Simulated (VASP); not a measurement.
```yaml
crystal:
  lattice:
    - [0.00000, 2.38141, 2.38141]
    - [2.38141, 0.00000, 2.38141]
    - [2.38141, 2.38141, 0.00000]
  atoms:
    - { symbol: Na, position: [0.00000, 0.00000, 0.00000] }
    - { symbol: H, position: [0.50000, 0.50000, 0.50000] }
```

Calculation: r2SCAN meta-GGA, VASP's PBE PAW potentials (set 64) (plane waves; VASP). Run with 480 eV cut-off, 10×10×10 Γ-centred mesh, Gaussian smearing of 0.050 eV, potentials Na_pv H.

Problem. What does the run give for the energy per atom (σ→0)?

Solution. 
```json
{
 "energy per atom (σ→0)": "-3.802 eV/atom"
}
```

The absolute energy has meaning only against runs of the same code, potentials and settings.

The compound is NaH in the rock salt structure. It was relaxed first, which changed the volume by -7 %.
